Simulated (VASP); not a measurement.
Input:

```xyz
2
Lattice="0.0000 2.5670 2.5670 2.5670 0.0000 2.5670 2.5670 2.5670 0.0000" Properties=species:S:1:pos:R:3 pbc="T T T"
Sr     0.0000     0.0000     0.0000
O      2.5670     2.5670     2.5670
```

Calculation: PBEsol GGA, VASP's PBE PAW potentials (set 64) (plane waves; VASP). Settings: 520 eV cut-off, 11×11×11 Γ-centred mesh, Gaussian smearing of 0.010 eV, potentials Sr_sv O.

**Question.** Predict the energy per atom (σ→0).

**Answer.** 
- energy per atom (σ→0) = -6.320 eV/atom

Total energies compare only between runs with the same potentials, cut-off and functional.

The structure comes from a measured SrO entry (Fm-3m) of the Crystallography Open Database, whose conditions weren't checked. It was relaxed first.
